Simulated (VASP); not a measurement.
Consider the following.

```yaml
crystal:
  lattice:
    - [2.93760, 0.00000, 0.00000]
    - [0.00000, 2.93760, 0.00000]
    - [0.00000, 0.00000, 2.93760]
  atoms:
    - { symbol: Cr, position: [0.00000, 0.00000, 0.00000], spin: 1.5 }
    - { symbol: Cr, position: [0.50000, 0.50000, 0.50000], spin: -1.5 }
```

Calculation: PBE GGA, VASP's PBE PAW potentials (set 64) (plane waves; VASP 6.6.1). Run with 400 eV cut-off, 9×9×9 Γ-centred mesh, first-order Methfessel-Paxton smearing of 0.10 eV, potentials Cr_pv.

**Question.** Give the stress tensor in GPa (positive for a compressed cell).

**Answer.** 
```
-11.78    0.00    0.00
  0.00  -11.78    0.00
  0.00    0.00  -11.78
```
The pressure is its mean diagonal, -11.78 GPa.

The compound is Cr in the bcc, AFM order structure. The cell was not relaxed at this level.
